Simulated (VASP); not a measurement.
Ba2Tl5V3O12, 22 atoms in the cell. It takes space group P-3m1 (No. 164, trigonal). The conventional cell has a = 8.154 Å, b = 8.154 Å, c = 6.921 Å, α = 90.00°, β = 90.00°, γ = 120.00°. Ba (site symmetry 3m) has 6 O at 2.80 Å as nearest neighbours. Around V (site symmetry 2/m) lie 4 O at 1.82 Å. Tl (site symmetry 2/m) has 4 O at 2.53 Å as nearest neighbours. Tl (site symmetry 3m) has 6 O at 2.73 Å and 3 V at 2.82 Å and 3 Tl at 3.03 Å as nearest neighbours. O (site symmetry 1) is surrounded by 1 V at 1.82 Å. The cell was built by a generator and needn't be a form met in nature.

* Program: VASP 6.6.1
* Task: relaxation of cell and atoms
* Functional: RPBE
* Potentials or basis: VASP PAW PBE potentials, release 64 (Ba_sv, V_sv, Tl_d, O)
* Cutoff: 600 eV
* k mesh: 4 × 4 × 4
* Occupations: fermi-dirac, width 0.05 eV
* Spin: collinear spin, ferromagnetic start
* Starting moments: [0.0, 0.0, 2.0, 2.0, 2.0, 0.0, 0.0, 0.0, 0.0, 0.0, 0.0, 0.0, 0.0, 0.0, 0.0, 0.0, 0.0, 0.0, 0.0, 0.0, 0.0, 0.0] μB
* Further INCAR settings: ALGO = Normal; EDIFF = 1e-07; IBRION = 2; EDIFFG = -0.02; NSW = 60; ISIF = 3

Potentials or basis: VASP PAW PBE potentials, release 64 (Ba_sv, V_sv, Tl_d, O).

Run with:

```bash
$ cat potpaw_PBE.64/Ba_sv/POTCAR potpaw_PBE.64/V_sv/POTCAR potpaw_PBE.64/Tl_d/POTCAR potpaw_PBE.64/O/POTCAR > POTCAR
$ mpirun -np 4 vasp_std > vasp.out
```

Hardware: 4 MPI ranks on Intel(R) Xeon(R) Platinum 8559C (Emerald Rapids), with other jobs on the host.

**Question.** How long does it take, and how much memory?

**Answer.** It took 2.6 h on 4 MPI ranks on Intel(R) Xeon(R) Platinum 8559C (Emerald Rapids), with other jobs on the host, peak memory 2.2 GiB a rank. Counts: scf iterations 181, k points 24, ion steps 14.
